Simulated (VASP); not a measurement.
All values below come from PBEsol GGA, VASP's PBE PAW potentials (set 64) (plane waves; VASP 6.6.1).

VASP ran on this input.

POSCAR:
```
TiC
1
    0.0000000000     2.1657200000     2.1657200000
    2.1657200000     0.0000000000     2.1657200000
    2.1657200000     2.1657200000     0.0000000000
Ti C
1 1
Direct
 -0.0028130000  -0.0196920000   0.0044470000
  0.5028130000   0.5196920000   0.4955530000
```

### KPOINTS
```
Automatic mesh
0
Gamma
 6 6 6
0 0 0
```

INCAR:
```
ALGO=Normal
EDIFF=1E-6
ENCUT=400
GGA=PS
ISIF=2
ISMEAR=0
LASPH=.TRUE.
LCHARG=.FALSE.
LMAXMIX=4
LREAL=.FALSE.
LWAVE=.FALSE.
NELM=100
PREC=Accurate
SIGMA=0.05
SYSTEM=TiC
```

POTCAR, in this order: Ti_sv C (PBE.64 set). Program: vasp_std.

The run wrote:

File OSZICAR:
```
       N       E                     dE             d eps       ncg     rms          rms(c)
DAV:   1     0.970659058138E+02    0.97066E+02   -0.70674E+03  2708   0.135E+03
DAV:   2    -0.170846134531E+02   -0.11415E+03   -0.10847E+03  2792   0.347E+02
DAV:   3    -0.247899995370E+02   -0.77054E+01   -0.74929E+01  3504   0.874E+01
DAV:   4    -0.251269403451E+02   -0.33694E+00   -0.33651E+00  3500   0.175E+01
DAV:   5    -0.251379264218E+02   -0.10986E-01   -0.10985E-01  3704   0.269E+00    0.190E+01
DAV:   6    -0.203191429079E+02    0.48188E+01   -0.29856E+01  3076   0.696E+01    0.683E+00
DAV:   7    -0.197723000899E+02    0.54684E+00   -0.43278E+00  3084   0.270E+01    0.503E+00
DAV:   8    -0.197246845523E+02    0.47616E-01   -0.18815E-01  3064   0.610E+00    0.242E+00
DAV:   9    -0.197276154768E+02   -0.29309E-02   -0.10302E-01  3108   0.365E+00    0.856E-01
DAV:  10    -0.197231688161E+02    0.44467E-02   -0.16910E-02  3392   0.202E+00    0.450E-01
DAV:  11    -0.197224172788E+02    0.75154E-03   -0.50170E-03  3112   0.100E+00    0.894E-02
DAV:  12    -0.197223429610E+02    0.74318E-04   -0.39790E-04  3000   0.326E-01    0.299E-02
DAV:  13    -0.197223275691E+02    0.15392E-04   -0.35223E-05  3904   0.886E-02    0.506E-03
DAV:  14    -0.197223273426E+02    0.22651E-06   -0.11114E-06  1992   0.126E-02
   1 F= -.19722327E+02 E0= -.19722125E+02  d E =-.405615E-03
```

OUTCAR:
```
------------------------ aborting loop because EDIFF is reached ----------------------------------------
  FORCE on cell =-STRESS in cart. coord.  units (eV):
  Direction    XX          YY          ZZ          XY          YZ          ZX
  --------------------------------------------------------------------------------------
  Total       -0.8713989     -0.9192890     -0.6960635      0.0169337      0.0206977     -0.2017788
  in kB      -68.7211876    -72.4979490    -54.8937046      1.3354460      1.6322817    -15.9128978
  external PRESSURE =     -65.3709471 kB  Pullay stress =       0.0000000 kB
  volume of cell :       20.32
      direct lattice vectors                 reciprocal lattice vectors
     0.000000000  2.165720000  2.165720000    -0.230870103  0.230870103  0.230870103
     2.165720000  0.000000000  2.165720000     0.230870103 -0.230870103  0.230870103
     2.165720000  2.165720000  0.000000000     0.230870103  0.230870103 -0.230870103
 POSITION                                       TOTAL-FORCE (eV/Angst)
 -----------------------------------------------------------------------------------
      2.13270      2.16926      4.28270         0.528167     -0.055586      0.818599
      2.19874      2.16218      2.21446        -0.528167      0.055586     -0.818599
 -----------------------------------------------------------------------------------
    total drift:                                0.000311     -0.000100      0.000433
  FREE ENERGIE OF THE ION-ELECTRON SYSTEM (eV)
  ---------------------------------------------------
  free  energy   TOTEN  =       -19.7223273426 eV

  energy  without entropy=      -19.7219217280  energy(sigma->0) =      -19.72212454
```
(Selected blocks of OUTCAR.)

At this cut-off the stress carries a Pulay error, which pulls relaxed volumes low.

The structure comes from a computed database's TiC entry; how it stands against other phases isn't given here. The cell was not relaxed at this level, atoms are displaced from their ideal sites. The k-mesh is coarse (spacing up to 0.42 per Å, 2π included), so the numbers may not be converged in it. The run is one of a series of settings (KPOINTS 6×6×6 Γ-centred mesh against the base run), some of them coarse on purpose.
